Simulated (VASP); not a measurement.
An input for Quantum ESPRESSO's pw.x (written as the equivalent of a VASP run, and not itself run):

```
&CONTROL
  calculation = 'scf'
  pseudo_dir = './pseudo'
  outdir = './out'
  tprnfor = .true.
  tstress = .true.
/
&SYSTEM
  ibrav = 0
  nat = 12
  ntyp = 2
  ecutwfc = 84
  occupations = 'tetrahedra'
  input_dft = 'pbesol'
/
&ELECTRONS
  conv_thr = 7.3e-09
  electron_maxstep = 100
/
ATOMIC_SPECIES
  Zr 91.224 Zr.upf
  O 15.999 O.upf
CELL_PARAMETERS angstrom
     0.0000000    5.1349279    0.0184918
     5.2088203    0.0000000    0.0000000
     0.0000000   -0.8691363   -5.2349629
ATOMIC_POSITIONS crystal
  Zr   0.7229004  0.9568120  0.7904817
  Zr   0.2770996  0.4568120  0.7095183
  Zr   0.2770996  0.0431880  0.2095183
  Zr   0.7229004  0.5431880  0.2904817
  O    0.9316448  0.6669604  0.6557740
  O    0.0683552  0.1669604  0.8442260
  O    0.0683552  0.3330396  0.3442260
  O    0.9316448  0.8330396  0.1557740
  O    0.5509758  0.2427156  0.5208430
  O    0.4490242  0.7427156  0.9791570
  O    0.4490242  0.7572844  0.4791570
  O    0.5509758  0.2572844  0.0208430
K_POINTS automatic
  5 5 5 0 0 0
```

### Question
Write the VASP files for the same calculation (PBEsol).

### Answer
One answer among several that fit: 
### KPOINTS
```
K-points
0
G
 5 5 5
0 0 0
```

POSCAR:
```
ZrO2
1
    0.0000000000     5.1349279172     0.0184917812
    5.2088203465     0.0000000000     0.0000000000
    0.0000000000    -0.8691362589    -5.2349629396
Zr O
4 8
Direct
  0.7229003699   0.9568120357   0.7904816995
  0.2770996301   0.4568120357   0.7095183005
  0.2770996301   0.0431879643   0.2095183005
  0.7229003699   0.5431879643   0.2904816995
  0.9316447612   0.6669604399   0.6557739704
  0.0683552388   0.1669604399   0.8442260296
  0.0683552388   0.3330395601   0.3442260296
  0.9316447612   0.8330395601   0.1557739704
  0.5509757931   0.2427156288   0.5208430108
  0.4490242069   0.7427156288   0.9791569892
  0.4490242069   0.7572843712   0.4791569892
  0.5509757931   0.2572843712   0.0208430108
```

INCAR:
```
! general
SYSTEM  = ZrO2
PREC    = Accurate
ENCUT   = 520
LREAL   = .False.
LASPH   = .True.

! electronic loop
EDIFF   = 1E-7
NELM    = 100
ALGO    = Normal
LMAXMIX = 4

! smearing
ISMEAR  = -5

! functional
GGA     = PS

! ions
ISIF    = 2

! output
LWAVE   = .False.
LCHARG  = .True.
LORBIT  = 11
NEDOS   = 601

! other
LEFG    = .True.
```

POTCAR, in this order: Zr_sv O (PBE.64 set). Program: vasp_std.

Limits of the translation: the potentials are each code's own (VASP's PAW set, PseudoDojo norm-conserving files in pw.x), so ENCUT and ecutwfc are chosen apart and not converted; conv_thr bounds pw.x's estimated SCF error, while EDIFF bounds the energy change between steps; the field gradients of LEFG aren't asked of the other code.

The compound is ZrO2 in the monoclinic structure. It was relaxed first.
